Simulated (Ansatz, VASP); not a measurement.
## Cross-check of H12C7N2O2 between VASP and Ansatz

Wanted: the spread between two codes on one cell, functional and k mesh. The structure shown is frame 170 of Ansatz's trajectory.

Program: Ansatz 0.2.0. Level of theory: plane waves, with VASP 6.6.1 beside it; single point at PBE with D3(BJ). Results are calculated unless marked as measured.

## Step 1: Starting point

The cell holds 92 atoms: 28 C, 8 N, 48 H and 8 O. Cell: a = 8.899 Å, b = 8.899 Å, c = 23.654 Å, α = 90.0°, β = 90.0°, γ = 90.0°. As first built, before any earlier steps moved the atoms (in the runner's words): 4 MMIM+, 4 acetate placed at random, at 1.12 g/cm^3, as a film; overlaps pushed apart, then 10 ps at 340 K with MMFF94 bonds, angles, torsions, charges and radii (Halgren, J. Comput. Chem. 17, 490 (1996)) in harmonic and 12-6 forms; charges of ions scaled by 0.8. Snapshot after 30 ps at 300 K and fixed volume. Vacuum lies along c.

## Step 2: Ansatz: dynamics, PBE with D3(BJ)

Ansatz runs on its default PAW (the set named soft_2) files.

One frame of this run of dynamics is then solved in both programs, so the motion causes no difference.

Input file input.yaml:

```yaml
crystal:
  lattice:
    - [8.89919, 0.0, 0.0]
    - [0.0, 8.89919, 0.0]
    - [0.0, 0.0, 23.65416]
  atoms:
    - { symbol: C, position: [0.80337, 0.88947, 0.3216] }
    - { symbol: "N", position: [0.7176, 0.84556, 0.36769] }
    - { symbol: C, position: [0.76565, 0.72862, 0.4027] }
    - { symbol: C, position: [0.66051, 0.70575, 0.44122] }
    - { symbol: "N", position: [0.54767, 0.80305, 0.428] }
    - { symbol: C, position: [0.39977, 0.81163, 0.45729] }
    - { symbol: C, position: [0.57679, 0.8815, 0.38114] }
    - { symbol: H, position: [0.8972, 0.95686, 0.33374] }
    - { symbol: H, position: [0.82873, 0.78838, 0.29576] }
    - { symbol: H, position: [0.73237, 0.9611, 0.29576] }
    - { symbol: H, position: [0.8703, 0.67625, 0.39134] }
    - { symbol: H, position: [0.63916, 0.61589, 0.4721] }
    - { symbol: H, position: [0.42132, 0.86133, 0.49904] }
    - { symbol: H, position: [0.32339, 0.87588, 0.43067] }
    - { symbol: H, position: [0.35459, 0.69181, 0.45576] }
    - { symbol: H, position: [0.51121, 0.97046, 0.36256] }
    - { symbol: C, position: [0.3663, 0.10194, 0.69786] }
    - { symbol: "N", position: [0.46855, 0.13421, 0.65007] }
    - { symbol: C, position: [0.57689, 0.03091, 0.62783] }
    - { symbol: C, position: [0.61209, 0.07789, 0.57425] }
    - { symbol: "N", position: [0.51786, 0.20266, 0.56224] }
    - { symbol: C, position: [0.49836, 0.25605, 0.50719] }
    - { symbol: C, position: [0.4377, 0.23698, 0.60939] }
    - { symbol: H, position: [0.32806, 0.99337, 0.69259] }
    - { symbol: H, position: [0.42758, 0.11042, 0.73739] }
    - { symbol: H, position: [0.27545, 0.17692, 0.69855] }
    - { symbol: H, position: [0.60929, 0.93309, 0.65335] }
    - { symbol: H, position: [0.6899, 0.02867, 0.54396] }
    - { symbol: H, position: [0.42348, 0.17388, 0.485] }
    - { symbol: H, position: [0.44029, 0.37104, 0.50698] }
    - { symbol: H, position: [0.60837, 0.25486, 0.48526] }
    - { symbol: H, position: [0.34216, 0.31617, 0.60942] }
    - { symbol: C, position: [0.02004, 0.81363, 0.55243] }
    - { symbol: "N", position: [0.9735, 0.69133, 0.58893] }
    - { symbol: C, position: [0.88936, 0.56297, 0.57086] }
    - { symbol: C, position: [0.89034, 0.47194, 0.61521] }
    - { symbol: "N", position: [0.96864, 0.53694, 0.66022] }
    - { symbol: C, position: [0.00768, 0.47641, 0.71293] }
    - { symbol: C, position: [0.02589, 0.66212, 0.64006] }
    - { symbol: H, position: [0.91236, 0.86079, 0.54103] }
    - { symbol: H, position: [0.10704, 0.88476, 0.57424] }
    - { symbol: H, position: [0.07048, 0.76324, 0.51484] }
    - { symbol: H, position: [0.8592, 0.5554, 0.52696] }
    - { symbol: H, position: [0.84651, 0.3604, 0.61867] }
    - { symbol: H, position: [0.01557, 0.35505, 0.70982] }
    - { symbol: H, position: [0.12739, 0.50919, 0.72249] }
    - { symbol: H, position: [0.93549, 0.50707, 0.74867] }
    - { symbol: H, position: [0.10558, 0.74193, 0.65944] }
    - { symbol: C, position: [0.42938, 0.33294, 0.36223] }
    - { symbol: "N", position: [0.29553, 0.3135, 0.32805] }
    - { symbol: C, position: [0.284, 0.22104, 0.27981] }
    - { symbol: C, position: [0.15351, 0.26358, 0.25561] }
    - { symbol: "N", position: [0.07927, 0.37138, 0.28832] }
    - { symbol: C, position: [0.9327, 0.42813, 0.27467] }
    - { symbol: C, position: [0.17671, 0.40766, 0.32951] }
    - { symbol: H, position: [0.51291, 0.3744, 0.33749] }
    - { symbol: H, position: [0.38704, 0.43071, 0.38882] }
    - { symbol: H, position: [0.44448, 0.22144, 0.38329] }
    - { symbol: H, position: [0.37061, 0.14744, 0.26698] }
    - { symbol: H, position: [0.09667, 0.24089, 0.21606] }
    - { symbol: H, position: [0.93045, 0.47025, 0.23373] }
    - { symbol: H, position: [0.84656, 0.34469, 0.27884] }
    - { symbol: H, position: [0.91216, 0.51572, 0.30746] }
    - { symbol: H, position: [0.14992, 0.49217, 0.36328] }
    - { symbol: C, position: [0.23707, 0.75177, 0.22754] }
    - { symbol: C, position: [0.32536, 0.81869, 0.27488] }
    - { symbol: O, position: [0.44313, 0.88388, 0.2628] }
    - { symbol: O, position: [0.27476, 0.77859, 0.32281] }
    - { symbol: H, position: [0.30097, 0.66846, 0.20214] }
    - { symbol: H, position: [0.12654, 0.7057, 0.24544] }
    - { symbol: H, position: [0.20198, 0.85376, 0.20488] }
    - { symbol: C, position: [0.51643, 0.66481, 0.66308] }
    - { symbol: C, position: [0.45398, 0.66383, 0.60209] }
    - { symbol: O, position: [0.5384, 0.6031, 0.56958] }
    - { symbol: O, position: [0.32146, 0.71699, 0.59727] }
    - { symbol: H, position: [0.63711, 0.68803, 0.66848] }
    - { symbol: H, position: [0.46281, 0.75752, 0.68538] }
    - { symbol: H, position: [0.47301, 0.56291, 0.68184] }
    - { symbol: C, position: [0.97482, 0.17735, 0.42856] }
    - { symbol: C, position: [0.83955, 0.26076, 0.4029] }
    - { symbol: O, position: [0.85783, 0.39872, 0.3932] }
    - { symbol: O, position: [0.72083, 0.18055, 0.40013] }
    - { symbol: H, position: [0.93567, 0.1335, 0.46877] }
    - { symbol: H, position: [0.0072, 0.08228, 0.40072] }
    - { symbol: H, position: [0.05872, 0.26373, 0.43847] }
    - { symbol: C, position: [0.80668, 0.03695, 0.74415] }
    - { symbol: C, position: [0.92495, 0.04573, 0.70335] }
    - { symbol: O, position: [0.03142, 0.96046, 0.71352] }
    - { symbol: O, position: [0.89013, 0.11468, 0.65827] }
    - { symbol: H, position: [0.71145, 0.11032, 0.73565] }
    - { symbol: H, position: [0.77298, 0.91971, 0.74201] }
    - { symbol: H, position: [0.84645, 0.05719, 0.78473] }
kpoints:
  mp_grid: { grid: [1, 1, 1] }
hamiltonian:
  xc: pbe
  dispersion: d3bj
scf:
  occupations: { method: fixed }
output:
  forces: true
md:
  timestep: 0.5
  n_steps: 510
  ensemble: nvt_nose_hoover
  temperature: 300
  initial_velocities: maxwell_boltzmann
  seed: 3344
```

Launch:

```console
$ ansatz run input.yaml --threads 4 --pin off --max-ram 8192MiB --backend cpu --events-out ev --progress --plain --runs-dir out
```

Numbers of over 12 decimals in the logs are rounded to 6 here.

The log of the run:

```text
Warning: md: disabling space-group detection — thermal motion breaks the input geometry's symmetry, so no spatial operation reduces the k-mesh or symmetrises the density; time reversal is kept, so that k and −k are solved as one point where they differ and the mesh holds both, and exact exchange and, on two spinor components, a DFT+U term hold to it where the run has them: on two components no moment then forms, and  [...]
Engine: ansatz 0.2.0, aarch64-unknown-linux-gnu
Pseudopotentials: kind: paw
Pseudopotential: C, paw, valence charge 4, recommended cutoff 420 eV (normal), C.paw.azcp
Pseudopotential: N, paw, valence charge 5, recommended cutoff 420 eV (normal), N.paw.azcp
Pseudopotential: H, paw, valence charge 1, recommended cutoff 420 eV (normal), H.paw.azcp
Pseudopotential: O, paw, valence charge 6, recommended cutoff 420 eV (normal), O.paw.azcp
Functional definition: PBE
  parameter kappa = 0.804
  parameter beta = 0.066725
  exchange = pbe_x(kappa = kappa, mu = beta*pi^2/3)
  correlation = pbe_c(beta = beta)
Crystal: 92 atoms, lattice volume = 1873.305 Å³
Basis set: ecut = 420 eV, 36623 PW (Γ), exchange–correlation on 120×120×320 points (8 copies of the dense FFT grid, shifted against one another)
Bands: 216, of which v1, the nominal top of the filled ones, is band 124 counted from 1 (123 counted from 0)
Symmetry: 1 space group operations
k-points: 1
Non-local potential: C, projectors of the file, l = 0: 2, l = 1: 2, l = 2: 1
Non-local potential: N, projectors of the file, l = 0: 2, l = 1: 2, l = 2: 1
Non-local potential: H, projectors of the file, l = 0: 2, l = 1: 1
Non-local potential: O, projectors of the file, l = 0: 2, l = 1: 2, l = 2: 1
PAW form: soft (Blöchl's): semilocal exchange-correlation on the pseudo side does not see the compensation charge
PAW one-centre angular grid: C, 110 points (default); XC on 64 Gauss nodes
PAW one-centre angular grid: N, 110 points (default); XC on 64 Gauss nodes
PAW one-centre angular grid: H, 110 points (default); XC on 64 Gauss nodes
PAW one-centre angular grid: O, 110 points (default); XC on 64 Gauss nodes
Initial density: superposition of atomic densities (neutral atoms: chi_scale 0, normalization atom), corrected by the library's trained network
Initial wavefunctions: pseudopotential atomic-orbital guess
Functional: x = pbe(κ = 0.804, μ = 0.219515), c = pbe(β = 0.066725)
SCF iter   1: F=—  HF=-15402.070513 eV  |F-HF|=—  |Δ(HF+E_count)|=         —  Δρ=6.01e-3  dr2=1.30e0  ethr=1.77e-3  ⟨swp⟩=6.0  Hψ=779  notcnv=0  defer=90
preconditioner: auto → Resta (q_TF=auto, 1.948 Å⁻¹)  ε∞=1.8  [insulator: Δε(μ)=3.135 eV  Ē_g=14.290 eV  n_scr=234 (ndim 8)  ℏωp=13.1 eV  f_vac=0.529  ε∞_Penn≈1.8  vacuum switching on, ρ_ref=1.5e-2 e/Å³]
SCF iter   2: F=—  HF=-15401.680228 eV  |F-HF|=—  |Δ(HF+E_count)|=   3.90e-1  Δρ=3.35e-3  dr2=1.88e-1  ethr=5.23e-4  ⟨swp⟩=2.0  Hψ=343  notcnv=0  defer=90
SCF iter   3: F=—  HF=-15401.645223 eV  |F-HF|=—  |Δ(HF+E_count)|=   3.50e-2  Δρ=1.40e-3  dr2=4.88e-2  ethr=7.59e-5  ⟨swp⟩=2.0  Hψ=287  notcnv=0  defer=32
automatic band count: iteration 3 solves 158 bands in place of 216: the levels show a gap, and the empty bands left out lie too high to hold charge; the band table lists the bands solved (type scf.n_extra_bands for more)
SCF iter   4: F=—  HF=-15401.638467 eV  |F-HF|=—  |Δ(HF+E_count)|=   6.76e-3  Δρ=7.71e-4  dr2=1.08e-2  ethr=1.97e-5  ⟨swp⟩=2.0  Hψ=253  notcnv=0  defer=32
SCF iter   5: F=—  HF=-15401.637271 eV  |F-HF|=—  |Δ(HF+E_count)|=   1.20e-3  Δρ=3.23e-4  dr2=1.70e-3  ethr=4.37e-6  ⟨swp⟩=3.0  Hψ=293  notcnv=0  defer=32
SCF iter   6: F=—  HF=-15401.637064 eV  |F-HF|=—  |Δ(HF+E_count)|=   2.07e-4  Δρ=9.65e-5  dr2=9.68e-5  ethr=6.87e-7  ⟨swp⟩=3.0  Hψ=254  notcnv=0  defer=32
SCF iter   7: F=—  HF=-15401.637122 eV  |F-HF|=—  |Δ(HF+E_count)|=   5.80e-5  Δρ=3.51e-5  dr2=1.92e-5  ethr=3.90e-8  ⟨swp⟩=2.0  Hψ=250  notcnv=0  defer=30
SCF iter   8: F=—  HF=-15401.637040 eV  |F-HF|=—  |Δ(HF+E_count)|=   8.19e-5  Δρ=1.11e-5  dr2=1.59e-6  ethr=7.73e-9  ⟨swp⟩=3.0  Hψ=255  notcnv=0  defer=26
SCF iter   9: F=—  HF=-15401.637041 eV  |F-HF|=—  |Δ(HF+E_count)|=   6.16e-7  Δρ=4.98e-6  dr2=3.71e-7  ethr=6.42e-10  ⟨swp⟩=3.0  Hψ=258  notcnv=0  defer=26
SCF iter  10: F=-15401.637041 eV  HF=-15401.637041 eV  |F-HF|=2.11e-8  |Δ(HF+E_count)|=   4.91e-8  Δρ=1.41e-6  dr2=2.41e-8  ethr=3.71e-11  ⟨swp⟩=5.0  Hψ=532  notcnv=0
SCF 1 converged in 10 iterations: F = -15401.637041 eV  dr2 = 2.41e-8
[...]
automatic band count: iteration 1 solves 158 bands in place of 216: the levels show a gap, and the empty bands left out lie too high to hold charge; the band table lists the bands solved (type scf.n_extra_bands for more)
md step   507: t =   253.50 fs  T =   328.8 K  F+E_penalty+E_count = -15403.32793471 eV  E_kin = 3.867730 eV  conserved = -15398.11757950 eV  (4 SCF iters)
[...]
md step   508: t =   254.00 fs  T =   326.4 K  F+E_penalty+E_count = -15403.30133451 eV  E_kin = 3.838856 eV  conserved = -15398.11786468 eV  (4 SCF iters)
[...]
md step   509: t =   254.50 fs  T =   320.5 K  F+E_penalty+E_count = -15403.23430416 eV  E_kin = 3.770426 eV  conserved = -15398.11728548 eV  (4 SCF iters)
[...]
md step   510: t =   255.00 fs  T =   312.3 K  F+E_penalty+E_count = -15403.13798431 eV  E_kin = 3.673654 eV  conserved = -15398.11579042 eV  (8 SCF iters)
SCF converged after 8 iterations
Free energy (F): -15403.137984 eV
Harris-Foulkes:  -15403.137984 eV  (|F-HF|=2.74e-8)
Internal energy: -15403.137984 eV  (E = F + TS)
E sigma→0 (E₀):  -15403.137984 eV
Fermi energy:    -1.671507 eV
--- Per-component energies (eV) ---
  E_band       = -2548.797887
  E_kinetic    = 5644.521777
  E_local      = -79202.451145  (includes V_loc(G=0)·N_el)
  E_nonlocal   = 1594.677825
  E_hartree    = 36818.630730
  E_xc         = -2825.304302
  E_vxc        = -3554.504024  (∫ρ·V_xc dr)
  E_paw        = -5096.410496  (= ΣΔE_a)
  E_vpaw       = -668.262571  (= ΣTr[D̂ρ^β])
  E_aug_tail   = -0.044630  (compensation charges beyond the density's cutoff)
  E_ewald      = 27667.184276
  E_disp       = -3.942021  (pairwise vdW)
  E_smearing   = -0.000000  (= −TS)
  E_closure    = -0.000000  (closes the sum)
  Σ components = -15403.137984   (vs F -15403.137984, Δ=0.00e0)
--- Forces (eV/Å), atoms counted from 1 ---
  atom   1  C     -0.71765873     0.37016390     0.68392125
  atom   2  N     -1.44212118    -0.28376595    -0.35636659
  atom   3  C      0.26559157    -0.29537009    -0.43347140
  atom   4  C     -0.67653695     0.01463718    -0.29801012
  atom   5  N      1.38002437     0.73929619    -0.85830028
  atom   6  C      1.13102574     0.98733863     0.05946690
  atom   7  C      0.30713073    -0.35811140     1.17794810
  atom   8  H     -0.20689948    -0.32943883     0.58237815
  atom   9  H      0.97082454     0.19939127     0.08182203
  atom  10  H     -0.48321407    -0.01200547     0.08919850
  atom  11  H      0.00035204     0.69897363    -0.02706557
  atom  12  H      0.27300017     0.08918679    -0.46013313
  atom  13  H     -0.55368123    -0.32352022     0.24342804
  atom  14  H      0.26231354    -0.46553582    -0.42165192
  atom  15  H     -0.76262488    -0.45383642    -0.25924992
  atom  16  H      0.16813099    -0.53877923     0.06732578
  atom  17  C      0.72870404     0.76036144    -1.36321838
  atom  18  N      0.78247299    -0.79862560     0.39605172
  atom  19  C     -2.14820621    -0.96886010     2.44532424
  atom  20  C      1.62886611     1.79444226    -2.97221745
  atom  21  N      0.32968836    -1.31221350    -1.25003502
  atom  22  C      1.22215059    -0.16830727     0.73894691
  atom  23  C     -1.06815953     0.32673067     2.00899851
  atom  24  H     -0.67691357    -0.11408174    -0.31456005
[...]
atom  85  H     -0.69028154    -0.23060484    -0.59635109
  atom  86  C     -0.32656474    -0.78886651    -1.44372645
  atom  87  C      0.87304622     0.90943329     0.99759679
  atom  88  O     -0.17733774    -0.83400757     0.75810128
  atom  89  O     -1.00762756     0.45041408     0.43738115
  atom  90  H      0.15382961     0.11148611    -0.41823522
  atom  91  H      0.84671407     0.37986294    -0.14466461
  atom  92  H     -0.24249785    -0.38761222    -0.15083134
  max |Σ_I F_I| component: 7.26e-5 eV/Å
--- MD trajectory: 510 steps, t = 0.0 → 255.0 fs ---
  final state: T = 312.3 K   F+E_penalty+E_count = -15403.13798431 eV   E_kin = 3.673654 eV
  conserved energy: peak-to-peak 1.206e-2 eV (1.311e-4 eV/atom) over 255.0 fs
```

In the SCF lines HF is the Harris–Foulkes energy and dr2 the Hartree energy of the density residual, in eV; the loop may stop once dr2 is under the threshold and the program's other checks hold. Hψ counts applications of the Hamiltonian.

## Step 3: VASP: single point, PBE with D3(BJ)

The same cell, functional and mesh now go to VASP, with its own data sets.

Lines of VASP's logs that name or quote its potential files are left out, and so is its time.

Input file INCAR:

```
SYSTEM = H12C7N2O2
PREC = Accurate
ENCUT = 520
EDIFF = 1E-06
NELM = 120
ISMEAR = 0
SIGMA = 0.01
LREAL = Auto
ALGO = Normal
GGA = PE
IVDW = 12
NBANDS = 192
LORBIT = 11
LWAVE = .FALSE.
LCHARG = .FALSE.
ISIF = 2
LASPH = .TRUE.
GGA_COMPAT = .FALSE.
EFERMI = MIDGAP
NCORE = 2
```

Input file POSCAR:

```
H12C7N2O2
1.0
    8.8991900000      0.0000000000      0.0000000000
    0.0000000000      8.8991900000      0.0000000000
    0.0000000000      0.0000000000     23.6541600000
C N H O
28 8 48 8
Direct
    0.7820936512      0.8723715304      0.3088124880
    0.7598669092      0.6965015917      0.3994012047
    0.6692631577      0.7089072152      0.4453466113
    0.4086102218      0.8506055045      0.4617200526
    0.5761423231      0.8644719351      0.3813113634
    0.3850462795      0.1196063911      0.7116760857
    0.5502972742      0.0286992412      0.6298765207
    0.5760299533      0.0730178814      0.5774290865
    0.5391726663      0.3069380472      0.5224197350
    0.4141275779      0.2293916637      0.6130295897
    0.9525687169      0.8420991124      0.5541012659
    0.9105547808      0.5715463992      0.5673420658
    0.9233199875      0.4619296812      0.6071870656
    0.0422285624      0.4683459955      0.7077063823
    0.0214513905      0.6809383775      0.6405342654
    0.4075764199      0.2922850282      0.3610147221
    0.2526522077      0.2023667323      0.2768857571
    0.1221908960      0.2518768562      0.2507550469
    0.9442994250      0.4712788467      0.2671369434
    0.1822862530      0.4107564846      0.3209414327
    0.2733844316      0.7279988403      0.2172894747
    0.3370868585      0.8115794808      0.2721424054
    0.4921571514      0.6287426159      0.6743211342
    0.4592552805      0.6416089554      0.6088400518
    0.9644360891      0.1763418918      0.4590059423
    0.8595051909      0.2611248889      0.4163242322
    0.8183666154      0.0734448866      0.7537490234
    0.9145214340      0.0512968034      0.6950024858
    0.7060642598      0.8003874510      0.3593236877
    0.5550392789      0.8138268764      0.4342830183
[... 56 atom lines left out ...]
    0.5489038890      0.5801876351      0.5753491141
    0.3429413239      0.7115254310      0.5897313623
    0.8938229210      0.3803829337      0.3916689496
    0.7344263916      0.1962313424      0.4051760874
    0.0288565589      0.9687510886      0.6932564927
    0.8902495620      0.1360123787      0.6522277688
```

Input file KPOINTS:

```
Automatic mesh
0
Gamma
1 1 1
0 0 0
```

Potentials, in the order of the species: C, N, H and O (PBE family, release 64).

Launch:

```console
$ mpirun -np 8 vasp_gam
```

The log of the run:

```text
[banner, memory and clock lines left out]
running    8 mpi-ranks, on    1 nodes
[...]
LDA part: xc-table for (Slater+PW92), standard interpolation
 POSCAR, INCAR and KPOINTS ok, starting setup
[...]
entering main loop
       N       E                     dE             d eps       ncg     rms          rms(c)
DAV:   1     0.217542910836E+04    0.21754E+04   -0.11259E+05   408   0.109E+03
DAV:   2    -0.212921103761E+03   -0.23884E+04   -0.22733E+04   528   0.261E+02
DAV:   3    -0.582338320873E+03   -0.36942E+03   -0.36650E+03   472   0.109E+02
DAV:   4    -0.594337891991E+03   -0.12000E+02   -0.11942E+02   496   0.236E+01
[...]
DAV:  25    -0.545587881993E+03   -0.27784E-05   -0.13129E-07   352   0.561E-04    0.164E-04
DAV:  26    -0.545587883291E+03   -0.12987E-05   -0.77544E-08   336   0.367E-04    0.866E-05
DAV:  27    -0.545587883974E+03   -0.68208E-06   -0.44608E-08   336   0.249E-04
   1 F= -.54943435E+03 E0= -.54943435E+03  d E =0.000000E+00
```

Parts of OUTCAR (step 3):

```text
  FREE ENERGIE OF THE ION-ELECTRON SYSTEM (eV)
  ---------------------------------------------------
  free  energy   TOTEN  =      -549.4343531481 eV

  energy  without entropy=     -549.4343531481  energy(sigma->0) =     -549.43435315

[... 1 further part left out ...]
```

## Step 4: Side by side

Known differences besides the potentials themselves: fixed occupations in Ansatz, narrow Gaussian smearing in VASP; the cutoff is 420 eV in Ansatz and 520 eV in VASP (PREC = Accurate, projectors in real space). Total energies have different zeros and are not compared.

Forces on 9 of the 92 atoms, those with the largest forces and the largest differences (eV/Å; atoms numbered as in POSCAR):

```csv
atom,"Ansatz x, y, z","VASP x, y, z"
C15,"-0.190, 0.503, -3.090","-0.149, 0.575, -3.038"
C16,"1.656, -0.753, 2.362","1.649, -0.753, 2.354"
C21,"2.812, -1.267, 0.744","2.802, -1.248, 0.757"
C22,"-2.716, -0.301, 0.623","-2.808, -0.521, 0.368"
N31,"-0.849, 1.627, 2.985","-0.878, 1.622, 3.056"
N33,"0.545, 2.815, 3.212","0.550, 2.873, 3.194"
O85,"1.918, 0.970, -1.444","2.166, 1.290, -1.454"
O87,"1.339, -0.417, 0.427","1.582, -0.582, 0.195"
O89,"1.447, 1.052, 0.228","1.541, 1.367, 0.056"
```

The forces differ by 74 meV/Å r.m.s., which is 8.2 % of the r.m.s. force of 0.914 eV/Å (both taken over all components). With vacuum in the cell, a pressure given here is an average over mostly empty space and none of the material.

## Step 5: What came out

```
r.m.s. force difference (single point, PBE with D3(BJ)) : 8.2 % of the r.m.s. force
```

In words: The r.m.s. force difference is 8.2 % of the r.m.s. force (single point, PBE with D3(BJ)), beyond the 3 % picked in this series as the mark of a large difference. What causes the difference of the single point, PBE with D3(BJ) pair stays open here. 2 further runs of this series are not shown here. How closely two codes agree says nothing of how well the functional describes the real material.

[Lines on the potential files, build, host, timing and source positions are cut from VASP's logs without a mark.]

[Logs are printed without paths, hosts, clocks, repeated set-up lines and the standing remarks that a program may print on its own settings, such as how far it seeks lower states.]

[Hosts, paths, dates, database ids (printed as entryN), source tags and the programs' standing remarks are cut or masked in the printed files.]

[The MMFF94 radii named for the starting cell were scaled by 0.96; in molecules described by MMFF94, hydrogen bound to N, O or S took a small fixed 12-6 site in their place.]
